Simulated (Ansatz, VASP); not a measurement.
# FeSb: VASP beside Ansatz

One calculation is typed for both programs; each brings its own data sets and cutoff. How far apart do they land? The cell is taken from a series of VASP runs on this material, whose earlier steps may have relaxed, scaled or displaced it; both programs get it as it stands.

Method: plane waves, with VASP 6.6.1 beside it; relaxation of cell and atoms at PBEsol, DFT+U, in Ansatz 0.2.0.

## 1. The structure

It takes space group Cmcm (No. 63, orthorhombic). Conventional cell: a = 4.179 Å, b = 6.962 Å, c = 5.105 Å, α = 90.00°, β = 90.00°, γ = 90.00°. Nearest to Fe lie 2 Fe at 2.55 Å and 6 Sb at 2.68 to 2.70 Å. Nearest to Sb lie 6 Fe at 2.68 to 2.70 Å. Farther neighbours are not listed.

## 2. Ansatz: relaxation of cell and atoms, PBEsol, DFT+U

Ansatz runs on its default PAW (the set named soft_2) files.

The relaxed volume is the usual yardstick between codes: its relative difference is about their pressure difference at one cell divided by the bulk modulus.

input.yaml

```yaml
crystal:
  lattice:
    - [8.1186483658, 0.1384044141, 0.0]
    - [2.0895929607, 3.6192811751, 0.0]
    - [0.0, 0.0, 5.1047774771]
  atoms:
    - { symbol: Fe, position: [0.0, 0.0, 0.0], spin: 2.53 }
    - { symbol: Fe, position: [0.5, 0.0, 0.0], spin: -2.53 }
    - { symbol: Fe, position: [0.0, 0.0, 0.5], spin: 2.53 }
    - { symbol: Fe, position: [0.5, 0.0, 0.5], spin: -2.53 }
    - { symbol: Sb, position: [0.1619190298, 0.3380809702, 0.25], spin: -0.01 }
    - { symbol: Sb, position: [0.6619190298, 0.3380809702, 0.25], spin: 0.01 }
    - { symbol: Sb, position: [0.8380809702, 0.6619190298, 0.75], spin: -0.01 }
    - { symbol: Sb, position: [0.3380809702, 0.6619190298, 0.75], spin: 0.01 }
hamiltonian:
  xc: pbesol
  pseudopotentials: { kind: paw }
  hubbard: { sites: [{ species: Fe, l: d, u_eff: 3.0 }] }
magnetization:
  spin_polarized: true
kpoints:
  mp_grid: { grid: [6, 6, 5] }
scf:
  occupations: { method: gaussian, width: 0.05 }
relax:
  f_tol: 0.01
  max_steps: 60
  cell: { stress_tol: 0.05 }
output:
  forces: true
  stress: true
```

The run is started by

```
ansatz run input.yaml --threads 4 --pin off --max-ram 9216MiB --backend cpu --events-out ev --progress --plain --runs-dir out
```

Numbers of over 12 decimals in the logs are rounded to 6 here.

The program printed:

```text
Fe: projections on atomic orbitals take those of the free atom [Ne] 3s2 3p6 3d6 4s2, of charge +0.00 (hamiltonian.pseudopotentials.projection_atoms); the dataset's partial waves leave at most 1.1e-6 of an orbital's norm unspanned inside its sphere
Sb: projections on atomic orbitals take those of the free atom [Kr] 4d10 5s2 5p3, of charge +0.00 (hamiltonian.pseudopotentials.projection_atoms); the dataset's partial waves leave at most 3.6e-6 of an orbital's norm unspanned inside its sphere
Engine: ansatz 0.2.0, aarch64-unknown-linux-gnu
Pseudopotentials: kind: paw
Pseudopotential: Fe, paw, valence charge 16, recommended cutoff 420 eV (normal), Fe.paw.azcp
Pseudopotential: Sb, paw, valence charge 15, recommended cutoff 420 eV (normal), Sb.paw.azcp
Functional definition: PBEsol
  exchange = pbesol_x
  correlation = pbesol_c
Crystal: 8 atoms, lattice volume = 148.521 Å³
Basis set: ecut = 420 eV, 2895 PW (Γ), exchange–correlation on 120×60×72 points (8 copies of the dense FFT grid, shifted against one another)
Bands: 81, of which v1, the nominal top of the filled ones, is band 62 counted from 1 (61 counted from 0)
Symmetry: 8 space group operations
Space group: Pmma (ITA 51), of the structure as read, at distance tolerance 5.3e-5 Å
Magnetic group: BNS 51.301 (UNI 399), of the structure as read, at distance tolerance 5.3e-5 Å
k-points: 48 of 180
Non-local potential: Fe, projectors of the file, l = 0: 3, l = 1: 2, l = 2: 3, l = 3: 1
Non-local potential: Sb, projectors of the file, l = 0: 2, l = 1: 2, l = 2: 2, l = 3: 2
PAW form: soft (Blöchl's): semilocal exchange-correlation on the pseudo side does not see the compensation charge
PAW frozen core: Fe, regenerated for the run's functional, and the local potential with it (the file was generated under x = pbe(κ = 0.804, μ = 0.219515), c = pbe(β = 0.066725))
PAW frozen core: Sb, regenerated for the run's functional, and the local potential with it (the file was generated under x = pbe(κ = 0.804, μ = 0.219515), c = pbe(β = 0.066725))
PAW one-centre angular grid: Fe, 590 points (default); XC on 64 Gauss nodes
PAW one-centre angular grid: Sb, 590 points (default); XC on 64 Gauss nodes
Initial density: superposition of atomic densities (chi_scale 0.1, normalization cell)
Starting moments: Σ|m| = 10.16 μB on 8 of 8 sites
Starting magnetic order: antiferromagnet; a translation exchanges its spin sublattices: spin-degenerate at every k-point
Initial wavefunctions: pseudopotential atomic-orbital guess
Functional: x = pbesol(κ = 0.804, μ = 0.123457), c = pbesol(β = 0.046)
SCF iter   1: F=—  HF=-43420.829422 eV  |F-HF|=—  |Δ(HF+E_count)|=         —  Δρ=4.92e-2 (↑4.92e-2 ↓4.92e-2)  dr2=2.17e1  dr2_m=2.01e-1  M=0.000 μB ∫|m|=9.169 μB  β_m=0.30  ethr=3.10e-3  ⟨swp⟩=5.7  Hψ=14381  notcnv=0  defer=33
preconditioner: auto → Kerker (q_TF=auto, 2.647 Å⁻¹)  [metal: Δε(μ)=0.009 eV  Ē_g=18.155 eV  σ=0.050 eV  W_gap=0.10  n_scr=42 (ndim 8)  ℏωp=29.2 eV  f_vac=0.000  D(μ)=8.47/eV (n_scr^D=82)]
spin=Collinear: Kerker preconditioning applied to the charge; magnetization (m = ρ↑ − ρ↓) channel mixes plain (no charge-response kernel on spin).
SCF iter   2: F=—  HF=-43419.037992 eV  |F-HF|=—  |Δ(HF+E_count)|=    1.79e0  Δρ=2.64e-2 (↑2.64e-2 ↓2.64e-2)  dr2=2.46e0  dr2_m=2.86e-1  M=0.000 μB ∫|m|=10.454 μB  β_m=1.00  ethr=3.10e-3  ⟨swp⟩=3.0  Hψ=6677  notcnv=0  defer=538
SCF iter   3: F=—  HF=-43418.876698 eV  |F-HF|=—  |Δ(HF+E_count)|=   1.61e-1  Δρ=1.36e-2 (↑1.36e-2 ↓1.36e-2)  dr2=1.83e0  dr2_m=8.27e-3  M=0.000 μB ∫|m|=10.542 μB  β_m=1.00  ethr=1.99e-3  ⟨swp⟩=2.1  Hψ=4955  notcnv=0  defer=534
SCF iter   4: F=—  HF=-43418.567815 eV  |F-HF|=—  |Δ(HF+E_count)|=   3.09e-1  Δρ=1.27e-2 (↑1.27e-2 ↓1.27e-2)  dr2=2.61e-1  dr2_m=1.72e-1  M=0.000 μB ∫|m|=11.184 μB  β_m=1.00  ethr=1.47e-3  ⟨swp⟩=2.6  Hψ=5218  notcnv=0  defer=531
SCF iter   5: F=—  HF=-43418.609509 eV  |F-HF|=—  |Δ(HF+E_count)|=   4.17e-2  Δρ=3.20e-3 (↑3.20e-3 ↓3.20e-3)  dr2=4.44e-2  dr2_m=2.83e-3  M=0.000 μB ∫|m|=11.230 μB  β_m=1.00  ethr=2.10e-4  ⟨swp⟩=2.3  Hψ=4930  notcnv=0  defer=516
SCF iter   6: F=—  HF=-43418.728730 eV  |F-HF|=—  |Δ(HF+E_count)|=   1.19e-1  Δρ=4.48e-3 (↑4.48e-3 ↓4.48e-3)  dr2=7.51e-2  dr2_m=7.78e-3  M=0.000 μB ∫|m|=11.149 μB  β_m=0.30  ethr=3.58e-5  ⟨swp⟩=2.0  Hψ=6021  notcnv=0  defer=519
Mixer restart at iter 6: flushing history
spin-set hold released at iteration 6 (site moments contracting): the magnetisation degrees of freedom join the quasi-Newton model from the next iteration; the mixer history was flushed
SCF iter   7: F=—  HF=-43420.764456 eV  |F-HF|=—  |Δ(HF+E_count)|=         —  Δρ=1.78e-2 (↑1.78e-2 ↓1.78e-2)  dr2=1.73e-1  dr2_m=2.34e-1  M=0.000 μB ∫|m|=11.348 μB  β_m=1.00  ethr=3.58e-5  ⟨swp⟩=2.1  Hψ=4946  notcnv=0  defer=522
Mixer restart at iter 7: flushing history
SCF iter   8: F=—  HF=-43419.532447 eV  |F-HF|=—  |Δ(HF+E_count)|=    1.23e0  Δρ=6.22e-3 (↑6.22e-3 ↓6.22e-3)  dr2=1.67e-1  dr2_m=6.29e-3  M=0.000 μB ∫|m|=11.224 μB  β_m=0.30  ethr=4.03e-5  ⟨swp⟩=2.1  Hψ=7434  notcnv=0  defer=525
[...]
SCF iter  18: F=—  HF=-43419.526261 eV  |F-HF|=—  |Δ(HF+E_count)|=   1.36e-8  Δρ=1.53e-5 (↑1.53e-5 ↓1.53e-5)  dr2=9.85e-7  dr2_m=2.58e-8  M=0.000 μB ∫|m|=11.400 μB  β_m=0.90  ethr=1.56e-9  ⟨swp⟩=2.0  Hψ=4337  notcnv=0  defer=509
SCF iter  19: F=-43419.526261 eV  HF=-43419.526261 eV  |F-HF|=8.55e-8  |Δ(HF+E_count)|=   5.10e-8  Δρ=4.41e-6 (↑4.41e-6 ↓4.41e-6)  dr2=8.25e-8  dr2_m=2.19e-9  M=0.000 μB ∫|m|=11.400 μB  ethr=8.06e-11  ⟨swp⟩=2.0  Hψ=10442  notcnv=0
SCF 1 converged in 19 iterations: F = -43419.526261 eV  dr2 = 8.25e-8
Symmetry: 4 space group operations
k-points: 64 of 180
Initial density: read from a saved state, or passed on in memory by an earlier SCF of this step, an earlier step, the calling program or the single point that the run made first
Initial wavefunctions: those read from a saved state, or passed on in memory by an earlier step or the calling program
the translation (0.5, 0, 0) carries every atom to within crystal.symmetry.tolerance of an atom of its element with the starting moment reversed, but both spin channels are solved: the run starts from a saved state that isn't shown to keep it, or this solve from the single point that its walk made first
iter 1 solved again at ethr=6.63e-11 eV; its pass at ethr=8.06e-7 eV (dr2=8.22e-8 eV) is discarded
SCF iter   1: F=—  HF=-43419.526261 eV  |F-HF|=—  |Δ(HF+E_count)|=         —  Δρ=4.41e-6 (↑4.41e-6 ↓4.41e-6)  dr2=8.21e-8  dr2_m=2.20e-9  M=0.000 μB ∫|m|=11.400 μB  ethr=6.63e-11  ⟨swp⟩=1.0  Hψ=46384  notcnv=0
spin=Collinear: Resta preconditioning applied to the charge; magnetization (m = ρ↑ − ρ↓) channel mixes plain (no charge-response kernel on spin).
SCF iter   2: F=—  HF=-43419.526030 eV  |F-HF|=—  |Δ(HF+E_count)|=   2.31e-4  Δρ=1.31e-3 (↑1.31e-3 ↓1.31e-3)  dr2=8.78e-3  dr2_m=2.06e-4  M=-0.000 μB ∫|m|=11.409 μB  ethr=8.06e-7  ⟨swp⟩=1.0  Hψ=38700  notcnv=0
preconditioner: auto → Kerker (q_TF=auto, 2.640 Å⁻¹)  [metal: Δε(μ)=0.005 eV  Ē_g=8.184 eV  σ=0.050 eV  W_gap=0.05  n_scr=50 (ndim 8)  ℏωp=21.8 eV  f_vac=0.004  D(μ)=3.88/eV (n_scr^D=28)]
spin=Collinear: Kerker preconditioning applied to the charge; magnetization (m = ρ↑ − ρ↓) channel mixes plain (no charge-response kernel on spin).
SCF iter   3: F=—  HF=-43419.525716 eV  |F-HF|=—  |Δ(HF+E_count)|=   3.15e-4  Δρ=5.41e-4 (↑5.41e-4 ↓5.41e-4)  dr2=1.24e-3  dr2_m=8.89e-6  M=-0.000 μB ∫|m|=11.392 μB  ethr=8.06e-7  ⟨swp⟩=1.0  Hψ=30224  notcnv=0
SCF iter   4: F=—  HF=-43419.525652 eV  |F-HF|=—  |Δ(HF+E_count)|=   6.34e-5  Δρ=9.21e-5 (↑9.21e-5 ↓9.21e-5)  dr2=4.21e-5  dr2_m=1.71e-6  M=-0.000 μB ∫|m|=11.400 μB  ethr=8.06e-7  ⟨swp⟩=1.0  Hψ=21364  notcnv=0
a single-point calculation of the run's input, under the relaxation's own `scf.mixing.negative_modes` where the relaxation goes by `scf.lower_state_search: light` itself or types `scf.max_iter`, was made at the relaxed geometry, from the atoms, in 23 SCF iterations in all. It converged +0.0 meV from the relaxation's final energy, with moments (2.61, -2.61, 2.61, -2.61, -0.05, 0.05, -0.05, 0.05 Bohr magnetons, atom by atom), which does not count as lower, and the relaxation's result stands. No further magnetic order was relaxed to its end, and one can end lower (see `relax.adjacent_minimum`).
SCF converged after 8 iterations
Magnetization: 0.0000 μB (62.0000 up, 62.0000 down)
Absolute magnetization: 11.4166 μB (∫|ρ↑−ρ↓|, with the PAW one-centre terms)
Spin contamination: 5.6541 ħ² per cell (⟨S²⟩ above its minimum at these occupations)
Per-site moments (μB) at R_I (Å): [(2.610849, 1.058436), (-2.610849, 1.058436), (2.610849, 1.058436), (-2.610849, 1.058436), (-0.049988, 1.114721), (0.049988, 1.114721), (-0.049988, 1.114721), (0.049988, 1.114721)]
Free energy (F): -43419.526261 eV
Harris-Foulkes:  -43419.526261 eV  (|F-HF|=7.28e-12)
Internal energy: -43419.522379 eV  (E = F + TS)
E sigma→0 (E₀):  -43419.524320 eV
Entropy (-TS):   -0.003882 eV (-0.485 meV/atom)
Fermi energy:    13.891725 eV
--- Per-component energies (eV) ---
  E_band       = -1620.111254
  E_kinetic    = 2233.027739
  E_local      = -16226.066563  (includes V_loc(G=0)·N_el)
  E_nonlocal   = 2367.365375
  E_hartree    = 7112.188065
  E_xc         = -1015.588799
  E_vxc        = -988.724606  (∫ρ·V_xc dr)
  E_hubbard    = 5.942690  (on-site DFT+U / exact-exchange correction)
  E_vhub       = -28.967995  (the Hubbard potential's part of the band-sum identity)
  E_paw        = -23360.156604  (= ΣΔE_a)
  E_vpaw       = -3201.124382  (= ΣTr[D̂ρ^β])
  E_aug_tail   = 0.003334  (compensation charges beyond the density's cutoff)
  E_ewald      = -14538.281852
  E_core_change = 2.044235  (= ΣΔE_core)
  E_smearing   = -0.003882  (= −TS)
  E_closure    = -0.000000  (closes the sum)
  Σ components = -43419.526261   (vs F -43419.526261, Δ=0.00e0)
--- Forces (eV/Å), atoms counted from 1 ---
  atom   1  Fe    -0.00000000     0.00000000    -0.00000000
  atom   2  Fe     0.00000000     0.00000000    -0.00000000
  atom   3  Fe    -0.00000000     0.00000000     0.00000000
  atom   4  Fe     0.00000000     0.00000000     0.00000000
  atom   5  Sb    -0.00270774     0.00156331     0.00000000
  atom   6  Sb    -0.00270774     0.00156331     0.00000000
  atom   7  Sb     0.00270774    -0.00156331     0.00000000
  atom   8  Sb     0.00270774    -0.00156331     0.00000000
  max |Σ_I F_I| component: 4.34e-19 eV/Å
--- Stress (GPa, compression-positive) ---
       -0.001397      -0.004597       0.000000
       -0.004597      -0.006705       0.000000
        0.000000       0.000000       0.004251
  P = ⅓ Tr σ = -0.0013 GPa (-0.013 kbar)
--- Relaxed structure (3 steps of the walk, 3 accepted, 1 SCFs on fresh bases) ---
  F+E_penalty+E_count = -43419.52626097 eV   max|allowed force component| = 2.708e-3 eV/Å   (the final SCF, on the basis selected at the relaxed cell)
  cell:  # Å, volume = 151.1259 Å³
    - [8.181150, 0.115524, 0]
    - [2.095311, 3.629185, 0]
    - [0.0, 0, 5.131809]
  atoms:
    - { symbol: Fe, position: [0, 0, 0.0] }
    - { symbol: Fe, position: [0.5, 0, 0.0] }
    - { symbol: Fe, position: [0, 0, 0.5] }
    - { symbol: Fe, position: [0.5, 0, 0.5] }
    - { symbol: Sb, position: [0.161551, 0.338449, 0.25] }
    - { symbol: Sb, position: [0.661551, 0.338449, 0.25] }
    - { symbol: Sb, position: [0.838449, 0.661551, 0.75] }
    - { symbol: Sb, position: [0.338449, 0.661551, 0.75] }
```

Run time: 3.4 min. Hardware: 4 threads of Arm Neoverse V1, shared host; peak memory 4.2 GiB.

(Continued in part 2 of 2.)

[Lines on the potential files, build, host, timing and source positions are cut from VASP's logs without a mark.]

[Logs are printed without paths, hosts, clocks, repeated set-up lines and the standing remarks that a program may print on its own settings, such as how far it seeks lower states.]

[Hosts, paths, dates, database ids (printed as entryN), source tags and the programs' standing remarks are cut or masked in the printed files.]
